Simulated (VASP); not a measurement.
OSZICAR of a VASP run on InSb (zinc blende):

OSZICAR:
```
       N       E                     dE             d eps       ncg     rms          rms(c)
DAV:   1     0.497621710944E+02    0.49762E+02   -0.83935E+03  1227   0.146E+03
DAV:   2    -0.657501043878E+02   -0.11551E+03   -0.11287E+03  1287   0.323E+02
DAV:   3    -0.735061057887E+02   -0.77560E+01   -0.76324E+01  1597   0.913E+01
DAV:   4    -0.737237341106E+02   -0.21763E+00   -0.21756E+00  1504   0.173E+01
DAV:   5    -0.737326109144E+02   -0.88768E-02   -0.88765E-02  1791   0.288E+00    0.369E+00
DAV:   6    -0.709188715805E+02    0.28137E+01   -0.15769E+00  1512   0.292E+01    0.216E+00
DAV:   7    -0.708243565505E+02    0.94515E-01   -0.57620E-01  1262   0.108E+01    0.145E+00
DAV:   8    -0.707946012666E+02    0.29755E-01   -0.44574E-01  1222   0.768E+00    0.139E+00
DAV:   9    -0.708135877443E+02   -0.18986E-01   -0.16176E-02  1605   0.108E+00    0.154E+00
DAV:  10    -0.708040733510E+02    0.95144E-02   -0.41465E-03  1310   0.746E-01    0.178E+00
DAV:  11    -0.708720041103E+02   -0.67931E-01   -0.10073E-02  1222   0.151E+00    0.215E+00
DAV:  12    -0.709413649804E+02   -0.69361E-01   -0.17491E-01  1267   0.472E+00    0.375E+00
DAV:  13    -0.709670758844E+02   -0.25711E-01   -0.38923E-02  1222   0.263E+00    0.365E+00
DAV:  14    -0.709123946399E+02    0.54681E-01   -0.44207E-02  1222   0.331E+00    0.258E+00
DAV:  15    -0.709061869883E+02    0.62077E-02   -0.42983E-02  1222   0.244E+00    0.182E+00
DAV:  16    -0.709090909301E+02   -0.29039E-02   -0.40601E-03  1262   0.868E-01    0.199E+00
DAV:  17    -0.709097465021E+02   -0.65557E-03   -0.42612E-04  1332   0.262E-01    0.199E+00
DAV:  18    -0.709066704234E+02    0.30761E-02   -0.35416E-03  1222   0.689E-01    0.177E+00
DAV:  19    -0.708949224882E+02    0.11748E-01   -0.76044E-03  1242   0.889E-01    0.114E+00
DAV:  20    -0.708999692763E+02   -0.50468E-02   -0.17210E-02  1222   0.166E+00    0.748E-01
DAV:  21    -0.709003703471E+02   -0.40107E-03   -0.15549E-03  1272   0.524E-01    0.762E-01
DAV:  22    -0.709005194205E+02   -0.14907E-03   -0.47514E-05  1588   0.848E-02    0.757E-01
DAV:  23    -0.709004899726E+02    0.29448E-04   -0.86323E-06  1287   0.347E-02    0.742E-01
DAV:  24    -0.709003238394E+02    0.16613E-03   -0.17951E-05  1222   0.565E-02    0.728E-01
DAV:  25    -0.708973945319E+02    0.29293E-02   -0.23996E-03  1401   0.485E-01    0.460E-01
DAV:  26    -0.708972562146E+02    0.13832E-03   -0.11161E-03  1232   0.356E-01    0.389E-01
DAV:  27    -0.708972515350E+02    0.46796E-05   -0.18116E-05  1547   0.550E-02    0.376E-01
DAV:  28    -0.708972585313E+02   -0.69963E-05   -0.81370E-06  1232   0.410E-02    0.376E-01
DAV:  29    -0.708972175367E+02    0.40995E-04   -0.11048E-05  1222   0.375E-02    0.364E-01
DAV:  30    -0.708969335996E+02    0.28394E-03   -0.47140E-05  1346   0.676E-02    0.314E-01
DAV:  31    -0.708966842521E+02    0.24935E-03   -0.11012E-04  1227   0.120E-01    0.260E-01
DAV:  32    -0.708964260002E+02    0.25825E-03   -0.15615E-04  1222   0.145E-01    0.183E-01
DAV:  33    -0.708962866734E+02    0.13933E-03   -0.14922E-04  1232   0.140E-01    0.120E-01
DAV:  34    -0.708962633128E+02    0.23361E-04   -0.67633E-05  1295   0.872E-02    0.555E-02
DAV:  35    -0.708962930395E+02   -0.29727E-04   -0.53182E-05  1262   0.802E-02    0.227E-02
DAV:  36    -0.708963007008E+02   -0.76613E-05   -0.10565E-05  1302   0.485E-02    0.226E-02
DAV:  37    -0.708962815235E+02    0.19177E-04   -0.48092E-06  1222   0.278E-02    0.961E-03
DAV:  38    -0.708962666880E+02    0.14836E-04   -0.31245E-06  1252   0.218E-02    0.292E-03
DAV:  39    -0.708962603681E+02    0.63199E-05   -0.47140E-07  1452   0.824E-03    0.607E-04
DAV:  40    -0.708962597744E+02    0.59372E-06   -0.59098E-08   721   0.305E-03    0.138E-03
DAV:  41    -0.708962598580E+02   -0.83660E-07   -0.10532E-07   886   0.527E-03
   1 F= -.70896260E+02 E0= -.70896259E+02  d E =-.187740E-05
```

Q: Which electronic solver shows in the log?

A: It is blocked Davidson (ALGO = Normal, or the opening steps of other solvers). The INCAR had ALGO = Normal.

Q: Can the final energy be trusted as converged?

A: Self-consistency was reached. It stopped with EDIFF = 1E-7, NELM = 100 (SCAN meta-GGA, plane waves, VASP's PBE PAW potentials (set 64)).

The compound is InSb in the zinc blende structure. This cell is one point of a volume scan, at 0.94 of the reference volume.
